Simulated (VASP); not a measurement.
Calculation: PBE GGA, VASP's PBE PAW potentials (set 64) (plane waves; VASP 6.6.1).

VASP ran on this input.

File KPOINTS:
```
kpoints
0
G
  8 8 8
0 0 0
```

**INCAR**
```
! general
SYSTEM   =  CdS
PREC     =  Accurate
ENCUT    =  480   ! plane-wave cut-off (eV)
LREAL    =  .FALSE.   ! projection in real space or not
LASPH    =  .TRUE.   ! aspherical one-centre terms

! electronic loop
EDIFF    =  1E-7   ! SCF stop (eV)
NELM     =  100   ! most electronic steps
ALGO     =  Normal   ! blocked Davidson
LMAXMIX  =  4   ! l cut-off of mixed one-centre charges

! smearing
ISMEAR   =  0   ! Gaussian
SIGMA    =  0.05   ! width (eV)

! functional
GGA      =  PE   ! PBE

! ions
ISIF     =  2

! output
LWAVE    =  .FALSE.
LCHARG   =  .FALSE.
```

File POSCAR:
```
CdS
4.06120
  0.0000000000   0.7071067619   0.7071067619
  0.7071067619   0.0000000000   0.7071067619
  0.7071067619   0.7071067619   0.0000000000
Cd S
1 1
direct
  0.0000000000   0.0000000000   0.0000000000
  0.2500000000   0.2500000000   0.2500000000
```

POTCAR, in this order: Cd S (PBE.64 set). Program: vasp_std.

Question: What will the output report for the number of irreducible k-points (NKPTS), number of bands (NBANDS), largest plane-wave count, number of space-group operations, FFT grid (NGX, NGY, NGZ)?

Answer: 
| Property | Value |
|---|---|
| number of irreducible k-points (NKPTS) | 29 |
| number of bands (NBANDS) | 13 |
| largest plane-wave count | 1158 |
| number of space-group operations | 24 |
| FFT grid (NGX, NGY, NGZ) | 30 × 30 × 30 |

The compound is CdS in the zinc blende structure, a metastable form; wurtzite is the usual one. This cell was strained or had an atom moved on purpose.
